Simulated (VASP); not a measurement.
The system is Pt.

```
CELL_PARAMETERS angstrom
0.00000 1.96090 1.96090
1.96090 0.00000 1.96090
1.96090 1.96090 0.00000
ATOMIC_POSITIONS crystal
Pt 0.00000 0.00000 0.00000
```

```yaml
Program: VASP 6.6.1
Task: relaxation of cell and atoms
Functional: LDA
Potentials_or_basis: VASP PAW LDA potentials, release 64 (Pt)
Cutoff: 520 eV
k_mesh: 18 × 18 × 18
Occupations: gaussian, width 0.1 eV
Spin: no spin polarisation
```

At the start: pressure -5.6 GPa; volume 15.08 Å³/atom.

**Question.** How do energy, volume and symmetry change on relaxing?

**Answer.** Over 4 steps the energy falls by 5.0 meV/atom and the volume is 14.80 Å³/atom (-1.9 %); space group Fm-3m (No. 225, to 0.05 Å).

Step by step:
```tsv
step	energy change (eV)	largest force (eV/Å)	pressure (GPa)	volume (Å³)
1	0.0000	0.0000	-5.56	15.08
2	0.0451	0.0000	20.62	13.97
3	-0.0050	0.0000	-0.14	14.80
4	-0.0050	0.0000	-0.02	14.80
```

Final structure:
```cif
data_structure
_symmetry_space_group_name_H-M 'P 1'
_symmetry_Int_Tables_number 1
_cell_length_a 2.7556
_cell_length_b 2.7556
_cell_length_c 2.7556
_cell_angle_alpha 60.000
_cell_angle_beta 60.000
_cell_angle_gamma 60.000
_cell_volume 14.80
loop_
_atom_site_label
_atom_site_type_symbol
_atom_site_fract_x
_atom_site_fract_y
_atom_site_fract_z
_atom_site_occupancy
Pt1 Pt 0.00000 0.00000 0.00000 1
```
